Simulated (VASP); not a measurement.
H13O6F, 20 atoms in the cell. The cell holds a amorphous, 20 atoms: a = 5.981 Å, b = 5.981 Å, c = 5.981 Å, α = 90.00°, β = 90.00°, γ = 90.00°. The cell was built by a generator and needn't be a form met in nature.

| Property | Result |
| --- | --- |
| Program | VASP 6.6.1 |
| Task | single point |
| Functional | LDA |
| Potentials or basis | VASP PAW LDA potentials, release 64 (O, H, F) |
| Cutoff | 520 eV |
| k mesh | 1 × 1 × 1 |
| Occupations | fermi-dirac, width 0.05 eV |
| Spin | no spin polarisation |
| Dipole correction | no |
| Further INCAR settings | LREAL = Auto; ALGO = Normal; EDIFF = 1e-07; NBANDS = 44 |

Potentials or basis: VASP PAW LDA potentials, release 64 (O, H, F).

Command:

```console
$ cat potpaw_LDA.64/O/POTCAR potpaw_LDA.64/H/POTCAR potpaw_LDA.64/F/POTCAR > POTCAR
$ mpirun -np 1 vasp_gam > vasp.out
```

Hardware: 1 thread of Intel(R) Xeon(R) Platinum 8259CL CPU @ 2.50GHz (Skylake/Cascade Lake) (shared host).

Task: Estimate the wall time of this run.

Result: Wall time 15 s on 1 thread of Intel(R) Xeon(R) Platinum 8259CL CPU @ 2.50GHz (Skylake/Cascade Lake), with other jobs on the host, peak memory 0.25 GiB. Counts: scf iterations 17, k points 1.
